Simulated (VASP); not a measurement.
OSZICAR of a VASP run on ZnO (wurtzite):

File OSZICAR:
```
       N       E                     dE             d eps       ncg     rms          rms(c)
DAV:   1     0.289913497024E+03    0.28991E+03   -0.18883E+04  1328   0.236E+03
DAV:   2     0.901962407744E+01   -0.28089E+03   -0.27045E+03  1446   0.443E+02
DAV:   3    -0.205352145781E+02   -0.29555E+02   -0.29343E+02  1524   0.153E+02
DAV:   4    -0.210852440123E+02   -0.55003E+00   -0.54952E+00  1488   0.224E+01
DAV:   5    -0.210894176100E+02   -0.41736E-02   -0.41735E-02  1494   0.186E+00    0.148E+01
DAV:   6    -0.177126602951E+02    0.33768E+01   -0.11950E+01  2286   0.732E+01    0.904E+00
DAV:   7    -0.178814089210E+02   -0.16875E+00   -0.26437E+00  1408   0.196E+01    0.539E+00
DAV:   8    -0.179066323725E+02   -0.25223E-01   -0.81404E-01  1998   0.912E+00    0.181E+00
DAV:   9    -0.178432472344E+02    0.63385E-01   -0.18628E-01  2072   0.789E+00    0.337E-01
DAV:  10    -0.178469578348E+02   -0.37106E-02   -0.56593E-02  1338   0.174E+00    0.154E-01
DAV:  11    -0.178469061037E+02    0.51731E-04   -0.16759E-03  1884   0.613E-01    0.387E-02
DAV:  12    -0.178469649373E+02   -0.58834E-04   -0.19939E-04  1950   0.311E-01    0.351E-02
DAV:  13    -0.178469587222E+02    0.62151E-05   -0.42954E-05  1692   0.144E-01    0.125E-02
DAV:  14    -0.178469596567E+02   -0.93448E-06   -0.17259E-05  1464   0.408E-02    0.512E-03
DAV:  15    -0.178469590913E+02    0.56535E-06   -0.19091E-06  1714   0.130E-02    0.155E-03
DAV:  16    -0.178469590308E+02    0.60490E-07   -0.14157E-07   914   0.417E-03
   1 F= -.18784710E+02 E0= -.18784710E+02  d E =-.187847E+02
       N       E                     dE             d eps       ncg     rms          rms(c)
DAV:   1    -0.178469647529E+02   -0.56616E-05   -0.15369E-02  1320   0.100E+00    0.391E-02
DAV:   2    -0.178469974078E+02   -0.32655E-04   -0.46240E-04  1470   0.220E-01    0.227E-02
DAV:   3    -0.178469908596E+02    0.65482E-05   -0.54950E-06  1738   0.369E-02    0.104E-02
DAV:   4    -0.178469896547E+02    0.12049E-05   -0.41835E-06  1706   0.290E-02    0.144E-03
DAV:   5    -0.178469897568E+02   -0.10207E-06   -0.13428E-06  1344   0.133E-02    0.848E-04
DAV:   6    -0.178469897519E+02    0.48167E-08   -0.47495E-08   660   0.458E-03
   2 F= -.18784742E+02 E0= -.18784742E+02  d E =-.321891E-04
```

### Question
Which electronic solver shows in the log?

### Answer
It is blocked Davidson (ALGO = Normal, or the opening steps of other solvers). The INCAR had ALGO = Normal.

### Question
Can the final energy be trusted as converged?

### Answer
The calculation finished and met its thresholds. It stopped with EDIFF = 1E-7, NELM = 100, NSW = 30 and EDIFFG = -0.01 after 2 ionic steps (PBE GGA with D4 dispersion, plane waves, VASP's PBE PAW potentials (set 64)).

The compound is ZnO in the wurtzite structure. This run relaxes it. Symmetry was kept, so distortions that lower it aren't found.
